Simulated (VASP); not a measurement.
Calculation: PBEsol GGA, VASP's PBE PAW potentials (set 64) (plane waves; VASP).

Input for VASP

KPOINTS:
```
Regular mesh
0
gamma
  4 7 4
0 0 0
```

**INCAR**
```
SYSTEM = Al3InN4
PREC = Accurate
ENCUT = 520
EDIFF = 1E-6
NELM = 100
ALGO = Normal
LREAL = .FALSE.
LASPH = .TRUE.
ISMEAR = 0
SIGMA = 0.05
GGA = PS
LMAXMIX = 4
LWAVE = .FALSE.
LCHARG = .FALSE.
IBRION = 2
ISIF = 3
NSW = 60
EDIFFG = -0.02
```

File POSCAR:
```
Al3InN4
1.0
  3.2428087703  -5.5670690714  -0.0155865284
  1.5999097030   2.7711240745  -0.0000000009
 -0.0125419417   0.0072410939   5.1906942928
In Al N
1 3 4
Direct
  0.3364026734   0.3364026734   0.5018719717
  0.1594278888   0.6594288888   0.0036437519
  0.8331252995   0.3331242995   0.4997872767
  0.6736833461   0.6736843461   0.0018754379
  0.3357248833   0.3357248833   0.9171452061
  0.1358916062   0.6358926062   0.3616990384
  0.8315173251   0.3315163251   0.8718882158
  0.6942249775   0.6942259776   0.3700891015
```

POTCAR, in this order: In_d Al N (PBE.64 set). Program: vasp_std.

Unless said otherwise, spin-orbit coupling is left out, though it shifts the bands of the heavy elements here.

Q: Predict the energy per atom (σ→0), volume per atom, band gap (on the k-mesh).

A: 
The energy per atom (σ→0) comes out as -700.2 kJ/mol of atoms, the band gap (on the k-mesh) is 2.07 eV and the volume per atom is 11.61 Å³/atom.

File OSZICAR:
```
...
DAV:   2    -0.580547413606E+02   -0.19051E-07   -0.55803E-07  1772   0.612E-03
   3 F= -.58054741E+02 E0= -.58054741E+02  d E =-.239790E-03
       N       E                     dE             d eps       ncg     rms          rms(c)
DAV:   1    -0.580548070179E+02   -0.65676E-04   -0.28250E-02  3336   0.127E+00    0.660E-02
DAV:   2    -0.580548548078E+02   -0.47790E-04   -0.87264E-04  4462   0.235E-01    0.220E-02
DAV:   3    -0.580548479560E+02    0.68518E-05   -0.52193E-05  4794   0.107E-01    0.159E-02
DAV:   4    -0.580548472904E+02    0.66560E-06   -0.69518E-06  3896   0.259E-02
   4 F= -.58054847E+02 E0= -.58054847E+02  d E =-.105930E-03
```

The structure was generated: Al3InN4 was put into an ordered model structure (Pm), which need not be its known phase. This run relaxes it. Symmetry was kept, so distortions that lower it aren't found. The start is the result of an earlier pass.
